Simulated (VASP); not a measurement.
Consider the following.

```
CELL_PARAMETERS angstrom
      0.00000     3.04967     3.04967
      3.04967     0.00000     3.04967
      3.04967     3.04967     0.00000
ATOMIC_POSITIONS crystal
  Be 0.12500 0.12500 0.12500
  Be 0.62500 0.12500 0.12500
  Be 0.12500 0.62500 0.12500
  Be 0.12500 0.12500 0.62500
  Cr 0.75000 0.75000 0.75000
  Cr 0.50000 0.50000 0.50000
```
Starting moments (μB, in the order of the record's atoms Be Be Be Be Cr Cr): 0.0 0.0 0.0 0.0 3.0 3.0.

Level of theory: PBE GGA, VASP's PBE PAW potentials (set 64) (plane waves; VASP). Run with 300 eV cut-off, 7×7×7 Γ-centred mesh, Gaussian smearing of 0.10 eV, potentials Be Cr_pv.

At this cut-off the stress carries a Pulay error, which pulls relaxed volumes low. Energy and stress use the plane-wave basis of the starting cell. The moments were started parallel, and other spin orders were not tried in this run.

Question: The ions, cell shape and volume are relaxed. Predict the relaxed structure.

Answer: 
```
CELL_PARAMETERS angstrom
      0.00000     2.97596     2.97596
      2.97596     0.00000     2.97596
      2.97596     2.97596     0.00000
ATOMIC_POSITIONS crystal
  Be 0.12500 0.12500 0.12500
  Be 0.62500 0.12500 0.12500
  Be 0.12500 0.62500 0.12500
  Be 0.12500 0.12500 0.62500
  Cr 0.75000 0.75000 0.75000
  Cr 0.50000 0.50000 0.50000
```
Space group Fd-3m (227), at a tolerance of 0.03 Å. The cell ends with 0.00 μB, on the sites 0.00 0.00 0.00 0.00 0.00 0.00 μB.

Question: How do energy and volume change from the first to the last step?

Answer: The energy (σ→0) changes by -26.4 meV/atom and the volume by -7.1 %, in 3 ionic steps.

```json
[
 {"step": "1", "E(σ→0) (eV)": "-35.2656", "max force (eV/Å)": "0.000", "pressure (GPa)": "-11.97", "volume (Å³)": "56.73"},
 {"step": "2", "E(σ→0) (eV)": "-35.3952", "max force (eV/Å)": "0.000", "pressure (GPa)": "6.02", "volume (Å³)": "51.12"},
 {"step": "3", "E(σ→0) (eV)": "-35.4243", "max force (eV/Å)": "0.000", "pressure (GPa)": "0.03", "volume (Å³)": "52.71"}
]
```

The structure was generated: Be2Cr was put into an ordered model structure, which need not be its known phase. This run relaxes it. Symmetry was kept, so distortions that lower it aren't found. The run is one of a series of settings (EDIFFG = -0.01, IBRION = 2, ISIF = 3, NSW = 50 against the base run), some of them coarse on purpose.
